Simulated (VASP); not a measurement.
# Ga3BiO4 (P4/mmm) in VASP: single point with r2SCAN

Aim: the single point of Ga3BiO4 with r2SCAN.

All numbers are computed with VASP 6.6.1; they aren't measurements. Logs are shortened: lines on timing, memory, paths and dates and some standing lists are left out, and cuts for length are marked.

### 1 The structure

It takes space group P4/mmm (No. 123, tetragonal). The conventional cell has a = 3.596 Å, b = 3.596 Å, c = 9.182 Å, α = 90.00°, β = 90.00°, γ = 90.00°. Ga (site symmetry 4mm) is surrounded by 4 O at 1.93 Å. Around Ga (site symmetry 4/mmm) lie 8 O at 2.20 Å. Bi (site symmetry 4/mmm) is surrounded by 4 Bi at 3.60 Å and 8 Ga at 3.65 Å and 8 O at 3.79 Å. O (site symmetry 2mm) is surrounded by 4 Ga at 1.93 to 2.20 Å.

The cell was built by a generator and needn't be a form met in nature.

### 2 Single point, r2SCAN

Contents of INCAR:

```
PREC = Accurate
ENCUT = 520
EDIFF = 1E-6
ISMEAR = 0
SIGMA = 0.1
LREAL = False
LASPH = True
NELM = 150
ALGO = Normal
ISIF = 2
LWAVE = False
LCHARG = False
METAGGA = R2SCAN
LMIXTAU = True
KPAR = 4
```

Contents of KPOINTS:

```
regular mesh
0
Gamma
  8 8 4
```

Contents of POSCAR:

```
Ga3BiO4
1.0
    3.5960400000      0.0000000000      0.0000000000
    0.0000000000      3.5960400000      0.0000000000
    0.0000000000      0.0000000000      9.1818800000
Ga Bi O
3 1 4
Direct
    0.5000000000      0.5000000000      0.7857300000
    0.5000000000      0.5000000000      0.2142700000
    0.0000000000      0.0000000000      0.0000000000
    0.0000000000      0.0000000000      0.5000000000
    0.5000000000      0.0000000000      0.8628740000
    0.0000000000      0.5000000000      0.1371260000
    0.5000000000      0.0000000000      0.1371260000
    0.0000000000      0.5000000000      0.8628740000
```

Potentials or basis: VASP PAW PBE potentials, release 64 (Ga_d, Bi_d, O).

Command:

```sh
> cat potpaw_PBE.64/Ga_d/POTCAR potpaw_PBE.64/Bi_d/POTCAR potpaw_PBE.64/O/POTCAR > POTCAR
> mpirun -np 4 vasp_std > vasp.out
```

OUTCAR:

```text
PREC = Accurate
   ENCUT = 520
   EDIFF = 1E-6
   ISMEAR = 0
   LREAL = False
   LASPH = True
   NELM = 150
   ISIF = 2
   METAGGA = R2SCAN

 ion  position               nearest neighbor table
   1  0.500  0.500  0.786-   5 1.93   8 1.93   5 1.93   8 1.93
   2  0.500  0.500  0.214-   6 1.93   7 1.93   7 1.93   6 1.93
   3  0.000  0.000  0.000-   5 2.20   6 2.20   7 2.20   8 2.20   6 2.20   8 2.20   5 2.20   7 2.20

   4  0.000  0.000  0.500-
   5  0.500  0.000  0.863-   1 1.93   1 1.93   3 2.20   3 2.20
   6  0.000  0.500  0.137-   2 1.93   2 1.93   3 2.20   3 2.20
   7  0.500  0.000  0.137-   2 1.93   2 1.93   3 2.20   3 2.20
   8  0.000  0.500  0.863-   1 1.93   1 1.93   3 2.20   3 2.20

  LATTYP: Found a simple tetragonal cell.
 ALAT       =     3.5960400000
 C/A-ratio  =     2.5533308862

  Lattice vectors:

 A1 = (   3.5960400000,   0.0000000000,   0.0000000000)
 A2 = (   0.0000000000,   3.5960400000,   0.0000000000)
 A3 = (   0.0000000000,   0.0000000000,   9.1818800000)

Analysis of symmetry for initial positions (statically):
=====================================================================
 Subroutine PRICEL returns:
 Original cell was already a primitive cell.

 Routine SETGRP: Setting up the symmetry group for a
 simple tetragonal supercell.

 Subroutine GETGRP returns: Found 16 space group operations
 (whereof 16 operations were pure point group operations)
 out of a pool of 16 trial point group operations.

The static configuration has the point symmetry D_4h.

Analysis of symmetry for dynamics (positions and initial velocities):
=====================================================================
 Subroutine PRICEL returns:
 Original cell was already a primitive cell.

 Routine SETGRP: Setting up the symmetry group for a
 simple tetragonal supercell.

 Subroutine GETGRP returns: Found 16 space group operations
 (whereof 16 operations were pure point group operations)
 out of a pool of 16 trial point group operations.

The dynamic configuration has the point symmetry D_4h.

 Subroutine INISYM returns: Found 16 space group operations
 (whereof 16 operations are pure point group operations),
 and found     1 'primitive' translations

----------------------------------------------------------------------------------------

                                     Primitive cell

  volume of cell :     118.7355

  direct lattice vectors                    reciprocal lattice vectors
     3.596040000  0.000000000  0.000000000     0.278083670  0.000000000  0.000000000
     0.000000000  3.596040000  0.000000000     0.000000000  0.278083670  0.000000000
     0.000000000  0.000000000  9.181880000     0.000000000  0.000000000  0.108910158

  length of vectors
     3.596040000  3.596040000  9.181880000     0.278083670  0.278083670  0.108910158

  position of ions in fractional coordinates (direct lattice)
     0.500000000  0.500000000  0.785730000
     0.500000000  0.500000000  0.214270000
     0.000000000  0.000000000  0.000000000
     0.000000000  0.000000000  0.500000000
     0.500000000  0.000000000  0.862874000
     0.000000000  0.500000000  0.137126000
     0.500000000  0.000000000  0.137126000
     0.000000000  0.500000000  0.862874000

  ion indices of the primitive-cell ions
   primitive index   ion index
                 1           1
                 2           2
                 3           3
                 4           4
                 5           5
                 6           6
                 7           7
                 8           8

----------------------------------------------------------------------------------------

 KPOINTS: regular mesh

Automatic generation of k-mesh.
 Grid dimensions read from file:
 generate k-points for:    8    8    4

 Generating k-lattice:

  Cartesian coordinates                     Fractional coordinates (reciprocal lattice)
     0.034760459  0.000000000  0.000000000     0.125000000  0.000000000  0.000000000
     0.000000000  0.034760459  0.000000000     0.000000000  0.125000000  0.000000000
     0.000000000  0.000000000  0.027227539     0.000000000  0.000000000  0.250000000

  Length of vectors
     0.034760459  0.034760459  0.027227539

  Shift w.r.t. Gamma in fractional coordinates (k-lattice)
     0.000000000  0.000000000  0.000000000

 Subroutine IBZKPT returns following result:
 ===========================================

 Found     45 irreducible k-points:

 Following reciprocal coordinates:
            Coordinates               Weight
  0.000000  0.000000  0.000000      1.000000
  0.125000  0.000000  0.000000      4.000000
  0.250000  0.000000  0.000000      4.000000
  0.375000  0.000000  0.000000      4.000000
  0.500000  0.000000  0.000000      2.000000
  0.125000  0.125000  0.000000      4.000000
[... 16 lines left out ...]
  0.375000  0.125000  0.250000     16.000000
  0.500000  0.125000  0.250000      8.000000
 [... further k-points ...]
   k-points           NKPTS =     45   k-points in BZ     NKDIM =     45   number of bands    NBANDS=     46
   number of dos      NEDOS =    301   number of ions     NIONS =      8
   total plane-waves  NPLWV =  54880
   dimension x,y,z NGX =    28 NGY =   28 NGZ =   70
   dimension x,y,z NGXF=    56 NGYF=   56 NGZF=  140
   ions per type =               3   1   4
   NGX,Y,Z   is equivalent  to a cutoff of  12.94, 12.94, 12.67 a.u.
   NGXF,Y,Z  is equivalent  to a cutoff of  25.89, 25.89, 25.35 a.u.
 SYSTEM =  unknown system
   PREC   = accura    normal or accurate (medium, high low for compatibility)
   ISTART =      0    job   : 0-new  1-cont  2-samecut
   ICHARG =      2    charge: 1-file 2-atom 10-const
   ISPIN  =      1    spin polarized calculation?
   LNONCOLLINEAR =      F non collinear calculations
   LSORBIT =      F    spin-orbit coupling
   LASPH  =      T    aspherical Exc in radial PAW
   ENCUT  =  520.0 eV  38.22 Ry    6.18 a.u.   6.69  6.69 17.07*2*pi/ulx,y,z
   NELM   =    150;   NELMIN=  2; NELMDL= -5     # of ELM steps
   EDIFF  = 0.1E-05   stopping-criterion for ELM
   LREAL  =      F    real-space projection
   EDIFFG = 0.1E-04   stopping-criterion for IOM
   NSW    =      0    number of steps for IOM
   IBRION =     -1    ionic relax: 0-MD 1-quasi-New 2-CG
   NFREE  =      0    steps in history (QN), initial steepest desc. (CG)
   ISIF   =      2    stress and relaxation
   ISYM   =      2    0-nonsym 1-usesym 2-fastsym
   POTIM  = 0.5000    time-step for ionic-motion
   TEBEG  =    0.0;   TEEND  =   0.0 temperature during run
   PSTRESS=    0.0 pullay stress
   NELECT =      78.0000    total number of electrons
   NUPDOWN=      -1.0000    fix difference up-down
   EMIN   =  10.00;   EMAX   =-10.00  energy-range for DOS
   EFERMI =   0.00;   METHOD = LEGACY
   ISMEAR =     0;   SIGMA  =   0.10  broadening in eV -4-tet -1-fermi 0-gaus
   EFERMI_NEDOS =   21; number of points for ismear=-14 and -15
   IALGO  =     38    algorithm
   IMIX   =      4    mixing-type and parameters
     AMIX     =   0.40;   BMIX     =  1.00
     AMIX_MAG =   1.60;   BMIX_MAG =  1.00
  volume/ion in A,a.u.               =      14.84       100.16
  Fermi-wavevector in a.u.,A,eV,Ry     =   1.423135  2.689336 27.556066  2.025314
  Thomas-Fermi vector in A             =   2.543765
   LORBIT       =      0    0 simple, 1 ext, 2 COOP (PROOUT), +10 PAW based schemes
   METAGGA = R2SCAN    functional components
   LHFCALC =     F    Hartree Fock is set to
   AEXX    =    0.0000 exact exchange contribution
   IVDW    =     0    specifies the selected vdW correction
   LEPSILON=     F    determine dielectric tensor
   LRPA    =     F    only Hartree local field effects (RPA)
 non-spin polarized calculation
 Gauss-broadening in eV      SIGMA  =   0.10
  energy-cutoff  :      520.00
  volume of cell :      118.74
 maximum number of plane-waves:      3235
 NGX is ok and might be reduce to    28
   NGX = 13   NGY = 13   NGZ = 35

 number of electron      77.9999999 magnetization

 Free energy of the ion-electron system (eV)
  ---------------------------------------------------
  ext. energy  EPLUGINS =         0.00000000
  ---------------------------------------------------
  free energy    TOTEN  =      -125.98545373 eV

  energy without entropy =     -125.97659449  energy(sigma->0) =     -125.98102411

 E-fermi :   5.0348     XC(G=0): -11.5050

 val. band max:        5.0170936065   @ k =   0.3750   0.2500   0.0000
 cond. band min:       5.0962939013   @ k =   0.5000   0.1250   0.0000
 fundamental gap:      0.0792002947
 Fermi energy:         5.0347567865

 k-point     1 :       0.0000    0.0000    0.0000
  band No.  band energies     occupation
      1     -18.3512      2.00000
      2     -18.2789      2.00000
      3     -18.2318      2.00000
      4     -18.2318      2.00000
      5     -18.2239      2.00000
      6     -16.1833      2.00000
[... 38 lines left out ...]
     45      12.0249      0.00000
     46      12.5506      0.00000

 k-point     2 :       0.1250    0.0000    0.0000
  band No.  band energies     occupation
      1     -18.3391      2.00000
      2     -18.2730      2.00000
      3     -18.2375      2.00000
      4     -18.2313      2.00000
      5     -18.2287      2.00000
      6     -16.0941      2.00000
[... 38 lines left out ...]
     45      12.0220      0.00000
     46      12.4320      0.00000

 k-point     3 :       0.2500    0.0000    0.0000
  band No.  band energies     occupation
      1     -18.3183      2.00000
      2     -18.2512      2.00000
      3     -18.2504      2.00000
      4     -18.2403      2.00000
      5     -18.2301      2.00000
      6     -15.8417      2.00000
[... 1018 lines left out ...]
     45      12.2888      0.00000
     46      12.8309      0.00000

 k-point    24 :       0.5000    0.1250    0.2500
  band No.  band energies     occupation
      1     -18.2878      2.00000
      2     -18.2698      2.00000
      3     -18.2625      2.00000
      4     -18.2340      2.00000
      5     -18.2010      2.00000
      6     -15.0423      2.00000
[... 38 lines left out ...]
     45      11.9028      0.00000
     46      13.1326      0.00000

 [... further k-points ...]

------------------------ aborting loop because EDIFF is reached ----------------------------------------

  FORCE on cell =-STRESS in cart. coord.  units (eV):
  Direction    XX          YY          ZZ          XY          YZ          ZX
  --------------------------------------------------------------------------------------
  -------------------------------------------------------------------------------------
  Total       -4.2279879     -4.2279879     -2.6503326      0.0000000      0.0000000      0.0000000
  in kB      -57.0510543    -57.0510543    -35.7627017      0.0000000      0.0000000      0.0000000
  external PRESSURE =     -49.9549367 kB  Pullay stress =       0.0000000 kB

 VOLUME and BASIS-vectors are now :
 -----------------------------------------------------------------------------
  energy-cutoff  :      520.00
  volume of cell :      118.74
      direct lattice vectors                 reciprocal lattice vectors
     3.596040000  0.000000000  0.000000000     0.278083670  0.000000000  0.000000000
     0.000000000  3.596040000  0.000000000     0.000000000  0.278083670  0.000000000
     0.000000000  0.000000000  9.181880000     0.000000000  0.000000000  0.108910158

 POSITION                                       TOTAL-FORCE (eV/Angst)
 -----------------------------------------------------------------------------------
      1.79802      1.79802      7.21448         0.000000     -0.000000      0.588498
      1.79802      1.79802      1.96740        -0.000000      0.000000     -0.588498
      0.00000      0.00000      0.00000        -0.000000      0.000000      0.000000
      0.00000      0.00000      4.59094        -0.000000      0.000000      0.000000
      1.79802      0.00000      7.92281        -0.000000     -0.000000     -0.026159
      0.00000      1.79802      1.25907        -0.000000     -0.000000      0.026159
      1.79802      0.00000      1.25907         0.000000     -0.000000      0.026159
      0.00000      1.79802      7.92281        -0.000000     -0.000000     -0.026159
 -----------------------------------------------------------------------------------
    total drift:                                0.000000      0.000000      0.000000

  FREE ENERGIE OF THE ION-ELECTRON SYSTEM (eV)
  ---------------------------------------------------
  free  energy   TOTEN  =      -125.9854537332 eV

  energy  without entropy=     -125.9765944950  energy(sigma->0) =     -125.98102411
```

Wall time 2.7 min (4 MPI ranks of Intel Xeon 6975P-C (Granite Rapids), shared host); peak memory 0.36 GiB.

What came out:

```yaml
Free_energy: -125.9855 eV
Pressure: -5.0 GPa
Largest_force: 0.588 eV/Å
Band_gap_on_the_k_mesh: none (metal or under the smearing width)
```

Forces on the atoms (eV/Å):
```
Ga   0.000  0.000  0.588
Ga   0.000  0.000 -0.588
Ga   0.000  0.000  0.000
Bi   0.000  0.000  0.000
O    0.000  0.000 -0.026
O    0.000  0.000  0.026
O    0.000  0.000  0.026
O    0.000  0.000 -0.026
```

Stress tensor (GPa, compression positive):
```
-5.71  0.00  0.00
 0.00 -5.71  0.00
 0.00  0.00 -3.58
```

Levels at points of the mesh, in eV from the Fermi level:
| k point | band 36 | band 37 | band 38 | band 39 | band 40 | band 41 | band 42 | band 43 |
| --- | --- | --- | --- | --- | --- | --- | --- | --- |
| (0.00, 0.00, 0.00) | -1.65 | -1.57 | -1.23 | -0.36 | 2.55 | 2.55 | 2.85 | 3.19 |
| (0.50, 0.00, 0.00) | -3.24 | -2.89 | -2.78 | -0.03 | 1.18 | 2.80 | 3.93 | 4.37 |
| (0.50, 0.50, 0.00) | -1.46 | -1.26 | -0.94 | -0.83 | -0.21 | 0.83 | 0.91 | 3.76 |
| (0.00, 0.00, 0.50) | -1.65 | -1.65 | -1.57 | 1.39 | 2.07 | 2.58 | 2.58 | 2.90 |
| (0.50, 0.00, 0.50) | -2.92 | -2.78 | -2.10 | -0.31 | 0.59 | 3.11 | 3.94 | 4.39 |
| (0.50, 0.50, 0.50) | -1.46 | -1.26 | -0.94 | -0.83 | 0.11 | 0.47 | 0.63 | 4.15 |

Caveat: the PAW data sets were made with another functional, which shifts forces and pressure a little; spin-orbit coupling is left out, which moves the levels of the heavy elements.
